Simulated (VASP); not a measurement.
Computed with PBEsol GGA with spin-orbit coupling, VASP's PBE PAW potentials (set 64) (plane waves; VASP).

The input files of a VASP run:

**KPOINTS**
```
Automatic mesh
0
Gamma
9 9 6
0 0 0
```

File KPOINTS_OPT:
```
k-points along high-symmetry lines
5
Line-mode
Reciprocal
  0.000000   0.000000   0.000000 ! GAMMA
  0.500000  -0.000000   0.000000 ! M

  0.500000  -0.000000   0.000000 ! M
  0.333333   0.333333   0.000000 ! K

  0.333333   0.333333   0.000000 ! K
  0.000000   0.000000   0.000000 ! GAMMA

  0.000000   0.000000   0.000000 ! GAMMA
  0.000000   0.000000   0.500000 ! A

  0.000000   0.000000   0.500000 ! A
  0.500000  -0.000000   0.500000 ! L

  0.500000  -0.000000   0.500000 ! L
  0.333333   0.333333   0.500000 ! H

  0.333333   0.333333   0.500000 ! H
  0.000000   0.000000   0.500000 ! A

  0.500000  -0.000000   0.500000 ! L
  0.500000  -0.000000   0.000000 ! M

  0.333333   0.333333   0.500000 ! H
  0.333333   0.333333   0.000000 ! K
```

File POSCAR:
```
PtSe2
1
    1.8780044069    -3.2527992986     0.0000000000
    1.8780044069     3.2527992986     0.0000000000
    0.0000000000     0.0000000000     4.8951426325
Pt Se
1 2
Direct
  0.0000000000   0.0000000000   0.0000000000
  0.3333330000   0.6666670000   0.2598331553
  0.6666670000   0.3333330000   0.7401668447
```

### INCAR
```
# general
SYSTEM     = PtSe2
PREC       = Accurate
ENCUT      = 400
LREAL      = .False.
LASPH      = .True.

# electronic loop
EDIFF      = 1E-6
NELM       = 100
ALGO       = Normal
LMAXMIX    = 6

# smearing
ISMEAR     = 0
SIGMA      = 0.05

# functional
GGA        = PS
GGA_COMPAT = .False.

# spin
MAGMOM     = 9*0
LSORBIT    = .True.

# output
LWAVE      = .False.
LCHARG     = .False.
```

POTCAR, in this order: Pt Se (PBE.64 set). Program: vasp_ncl.

Output

### OUTCAR
```
 ion  position               nearest neighbor table
   1  0.000  0.000  0.000-   2 2.51   3 2.51   3 2.51   2 2.51   3 2.51   2 2.51
   2  0.333  0.667  0.260-   1 2.51   1 2.51   1 2.51
   3  0.667  0.333  0.740-   1 2.51   1 2.51   1 2.51
  LATTYP: Found a hexagonal cell.
 ALAT       =     3.7560090294
 C/A-ratio  =     1.3032829778
 Subroutine PRICEL returns:
 Original cell was already a primitive cell.
 Subroutine GETGRP returns: Found 12 space group operations
The static configuration has the point symmetry D_3d.
The dynamic configuration has the point symmetry D_3d.
The overall configuration has the point symmetry D_3d.
 Subroutine INISYM returns: Found 12 space group operations
 Subroutine IBZKPT returns following result:
 Found     62 irreducible k-points:

 Following reciprocal coordinates:
            Coordinates               Weight
  0.000000  0.000000  0.000000      1.000000
  0.111111  0.000000  0.000000      6.000000
  0.222222 -0.000000  0.000000      6.000000
  0.333333  0.000000  0.000000      6.000000
  0.444444 -0.000000  0.000000      6.000000
  0.111111  0.111111  0.000000      6.000000
...
```

File OSZICAR:
```
       N       E                     dE             d eps       ncg     rms          rms(c)
DAV:   1     0.102929628985E+03    0.10293E+03   -0.85342E+03  3744   0.105E+03
DAV:   2    -0.109499897913E+02   -0.11388E+03   -0.10922E+03  4578   0.225E+02
DAV:   3    -0.170914560673E+02   -0.61415E+01   -0.60311E+01  4440   0.514E+01
DAV:   4    -0.171708775506E+02   -0.79421E-01   -0.79290E-01  4350   0.640E+00
DAV:   5    -0.171719870375E+02   -0.11095E-02   -0.11094E-02  4348   0.713E-01    0.143E+01
DAV:   6    -0.165439472685E+02    0.62804E+00   -0.49154E+00  3824   0.236E+01    0.890E+00
DAV:   7    -0.163294961450E+02    0.21445E+00   -0.95498E-01  3822   0.112E+01    0.450E+00
DAV:   8    -0.163084710919E+02    0.21025E-01   -0.87468E-02  4062   0.191E+00    0.169E+00
DAV:   9    -0.163010636076E+02    0.74075E-02   -0.11442E-02  4016   0.122E+00    0.391E-01
DAV:  10    -0.163006835812E+02    0.38003E-03   -0.31776E-03  4148   0.455E-01    0.133E-01
DAV:  11    -0.163006994825E+02   -0.15901E-04   -0.37906E-04  3972   0.167E-01    0.362E-02
DAV:  12    -0.163007000441E+02   -0.56159E-06   -0.16557E-05  4088   0.487E-02    0.142E-02
DAV:  13    -0.163007003888E+02   -0.34466E-06   -0.23912E-06  4046   0.120E-02
   1 F= -.16300700E+02 E0= -.16300086E+02  d E =-.122916E-02  mag=     0.0000     0.0000    -0.0000
       N       E                     dE             ncg
```

OUTCAR:
```
------------------------ aborting loop because EDIFF is reached ----------------------------------------
  FORCE on cell =-STRESS in cart. coord.  units (eV):
  Direction    XX          YY          ZZ          XY          YZ          ZX
  --------------------------------------------------------------------------------------
  Total        0.0659340      0.0659340      0.0542738     -0.0000000     -0.0000000     -0.0000000
  in kB        1.7663251      1.7663254      1.4539581     -0.0000000     -0.0000000     -0.0000000
  external PRESSURE =       1.6622028 kB  Pullay stress =       0.0000000 kB
  volume of cell :       59.81
      direct lattice vectors                 reciprocal lattice vectors
     1.878004407 -3.252799299  0.000000000     0.266240057 -0.153713757  0.000000000
     1.878004407  3.252799299  0.000000000     0.266240057  0.153713757  0.000000000
     0.000000000  0.000000000  4.895142632     0.000000000  0.000000000  0.204284139
 POSITION                                       TOTAL-FORCE (eV/Angst)
 -----------------------------------------------------------------------------------
      0.00000      0.00000      0.00000        -0.000000      0.000000      0.000000
      1.87800      1.08427      1.27192        -0.000000     -0.000000      0.039909
      1.87800     -1.08427      3.62322         0.000000     -0.000000     -0.039909
 -----------------------------------------------------------------------------------
    total drift:                               -0.000000     -0.000000      0.000000
  FREE ENERGIE OF THE ION-ELECTRON SYSTEM (eV)
  ---------------------------------------------------
  free  energy   TOTEN  =       -16.3007003888 eV

  energy  without entropy=      -16.2994712312  energy(sigma->0) =      -16.30008581

 Ion:    1  E_soc:     -0.7292019

 Ion:    2  E_soc:     -0.0314149

 Ion:    3  E_soc:     -0.0314149
```
(Selected blocks of OUTCAR.)

Without a dispersion term in the relaxation, distances and binding between the weakly bound layers, chains or molecules are unreliable, and so is what depends on them.

The compound is PtSe2 in the 1T layered structure. It was relaxed first.
